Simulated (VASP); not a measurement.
Wanted: the native input for a VASP 6.6.1 run.

* Task: dielectric tensor
* Functional: PBE
* Potentials or basis: VASP PAW PBE potentials, release 64 (Mg, O)
* Cutoff: 450 eV
* k mesh: 13 × 13 × 13
* Occupations: gaussian, width 0.02 eV
* Spin: no spin polarisation
* Further INCAR settings: ALGO = Normal; EDIFF = 1e-08; IBRION = 8

The structure of MgO lies in POSCAR:

```
MgO                                     
1.0
    0.0000000000      2.1220490059      2.1220490059
    2.1220490059      0.0000000000      2.1220490059
    2.1220490059      2.1220490059     -0.0000000000
  Mg              O             
     1     1
Direct
     1.0000000000000000    1.0000000000000000    0.0000000000000000
     0.5000000000000000    0.5000000000000000    0.5000000000000000
```

The cell is a database's computed one.

One way to write it, as run:

INCAR

```
SYSTEM = MgO
PREC = Accurate
ENCUT = 450
EDIFF = 1E-8
ISMEAR = 0
SIGMA = 0.02
LREAL = .False.
LASPH = .True.
NELM = 120
ALGO = Normal
ISIF = 2
LWAVE = .False.
LCHARG = .False.
GGA = PE
LEPSILON = .True.
IBRION = 8
KPAR = 2
```

KPOINTS

```
Automatic mesh
0
Gamma
  13 13 13
  0 0 0
```

Potentials or basis: VASP PAW PBE potentials, release 64 (Mg, O).

Launch:

```bash
$ cat potpaw_PBE.64/Mg/POTCAR potpaw_PBE.64/O/POTCAR > POTCAR
$ mpirun -np 2 vasp_std > vasp.out
```

Results of the run:

```yaml
Band_gap_on_the_k_mesh: 4.51 eV, direct
Electronic_dielectric_tensor_diagonal: 3.16
Born_charges_mean_of_the_diagonal: Mg +1.98; O -1.98 e
Highest_phonon_frequency_at_Γ_LO-TO_splitting_left_out: 374 cm⁻¹
```

Caveat: an odd mesh through Γ misses points on the zone boundary, where band edges often lie.

Wall time 60 s on 2 MPI ranks on Intel(R) Xeon(R) Platinum 8488C (Sapphire Rapids), with other jobs on the host, peak memory 0.19 GiB a rank.
